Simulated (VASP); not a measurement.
Method: revTPSS meta-GGA, VASP's PBE PAW potentials (set 64) (plane waves; VASP).

A VASP calculation is set up with these files.

**POSCAR**
```
Li2S
1
    0.0000000000     2.8855466370     2.8855466370
    2.8855466370     0.0000000000     2.8855466370
    2.8855466370     2.8855466370     0.0000000000
Li S
2 1
Direct
  0.2500000000   0.2500000000   0.2500000000
  0.7500000000   0.7500000000   0.7500000000
  1.0000000000   0.0000000000   0.0000000000
```

### INCAR
```
! general
SYSTEM  = Li2S
PREC    = Accurate
ENCUT   = 520   ! plane-wave cut-off (eV)
LREAL   = .FALSE.
LASPH   = .TRUE.   ! aspherical one-centre terms

! electronic loop
EDIFF   = 1E-7   ! SCF stop (eV)
NELM    = 100
ALGO    = Normal
LMIXTAU = .TRUE.

! smearing
ISMEAR  = 0
SIGMA   = 0.05   ! width (eV)

! functional
METAGGA = RTPSS

! ions
ISIF    = 2

! output
LWAVE   = .FALSE.
LCHARG  = .FALSE.
```

KPOINTS:
```
Automatic mesh
0
Gamma
7 7 7
0 0 0
```

POTCAR, in this order: Li_sv S (PBE.64 set). Program: vasp_std.

Problem. Estimate the energy per atom (σ→0), pressure.

Solution. 
| Quantity | Value |
|---|---|
| energy per atom (σ→0) | -4.925 eV/atom |
| pressure | -2.23 GPa |

**OSZICAR**
```
...
DAV:  63    -0.147741355320E+02   -0.10780E-03   -0.11197E-05   524   0.616E-02    0.336E-02
DAV:  64    -0.147741880685E+02   -0.52537E-04   -0.12524E-05   404   0.695E-02    0.267E-02
DAV:  65    -0.147742399330E+02   -0.51864E-04   -0.14364E-05   446   0.727E-02    0.198E-02
DAV:  66    -0.147742612311E+02   -0.21298E-04   -0.12872E-05   406   0.675E-02    0.111E-02
DAV:  67    -0.147742649574E+02   -0.37264E-05   -0.61851E-06   406   0.440E-02    0.480E-03
DAV:  68    -0.147742648324E+02    0.12508E-06   -0.18874E-06   444   0.216E-02    0.121E-03
DAV:  69    -0.147742648423E+02   -0.99475E-08   -0.38971E-07   446   0.694E-03
   1 F= -.14774265E+02 E0= -.14774265E+02  d E =-.125230E-12
```

The compound is Li2S in the antifluorite structure. This cell is one point of a volume scan, at 1.06 of the reference volume.
